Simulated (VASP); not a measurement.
An input for Ansatz (written as the equivalent of a VASP run, and not itself run):

Ansatz 0.2 input:
```yaml
crystal:
  lattice:
    - [1.3535241, -2.3443727, 0.0117219]
    - [1.3535241, 2.3443727, -0.0117219]
    - [0.0000000, -0.0213151, 4.2630161]
  atoms:
    - { symbol: Ru, position: [0.3333330, 0.6666670, 0.2500000] }
    - { symbol: Ru, position: [0.6666670, 0.3333330, 0.7500000] }
kpoints:
  mp_grid: { grid: [14, 14, 8] }
hamiltonian:
  xc: r2scan
  pseudopotentials: { kind: paw }
scf:
  occupations: { method: methfessel_paxton, width: 0.1 }
  max_iter: 100
output: { forces: true, stress: true, eigenvalues: true }
```

Task: Write the VASP files for the same calculation (r2SCAN).

Result: This is not unique; one that fits is 
### POSCAR
```
Ru
2.7070740
  0.4999952403  -0.8660172172   0.0043300861
  0.4999952403   0.8660172172  -0.0043300861
  0.0000000000  -0.0078738447   1.5747689417
Ru
2
Cartesian
  0.4999952403   0.2867045219   0.3922488705
  0.4999952403  -0.2945783666   1.1825200712
```

File KPOINTS:
```
Automatic mesh
0
Gamma
14 14 8
0 0 0
```

INCAR:
```
SYSTEM = Ru
PREC = Accurate
ENCUT = 480
EDIFF = 1E-7
NELM = 100
ALGO = Normal
LREAL = .FALSE.
LASPH = .TRUE.
ISMEAR = 1
SIGMA = 0.1
METAGGA = R2SCAN
LMIXTAU = .TRUE.
LMAXMIX = 4
LWAVE = .FALSE.
LCHARG = .FALSE.
ISIF = 2
```

POTCAR, in this order: Ru_pv (PBE.64 set). Program: vasp_std.

What does not carry over: each code has its own PAW files, so the cut-off isn't converted (ENCUT is set for VASP's; basis.ecutwfc is left out, and Ansatz then takes the one that its files recommend); Ansatz stops its SCF on the density residual and VASP on the energy change (EDIFF).

The compound is Ru in the hcp structure. This cell was strained or had an atom moved on purpose.
